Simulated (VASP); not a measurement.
Crystal: TiC.

```
Ti C
1.0
     0.00000    2.15930    2.15930
     2.15930    0.00000    2.15930
     2.15930    2.15930    0.00000
Ti C
1 1
Direct
  0.00000 0.00000 0.00000
  0.50000 0.50000 0.50000
```

| Item | Value |
| --- | --- |
| Program | VASP 6.6.1 |
| Task | relaxation of cell and atoms |
| Functional | LDA |
| Potentials or basis | VASP PAW LDA potentials, release 64 (Ti_sv, C) |
| Cutoff | 600 eV |
| k mesh | 14 × 14 × 14 |
| Occupations | methfessel-paxton, width 0.1 eV |
| Spin | no spin polarisation |

At the start: pressure -9.9 GPa; volume 10.07 Å³/atom.

Problem. Where does the relaxation end?

Solution. Over 3 steps the energy falls by 12.2 meV/atom and the volume is 9.69 Å³/atom (-3.7 %); space group Fm-3m (No. 225, to 0.05 Å).

Step by step:
```
step  energy change (eV)  largest force (eV/Å)  pressure (GPa)  volume (Å³)
   1              0.0000                0.0000           -9.95        20.14
   2              0.0258                0.0000           16.62        18.37
   3             -0.0243                0.0000           -0.14        19.39
```

Final structure:
```
Ti C
1.0
     0.00000    2.13221    2.13221
     2.13221    0.00000    2.13221
     2.13221    2.13221    0.00000
Ti C
1 1
Direct
  0.00000 0.00000 0.00000
  0.50000 0.50000 0.50000
```
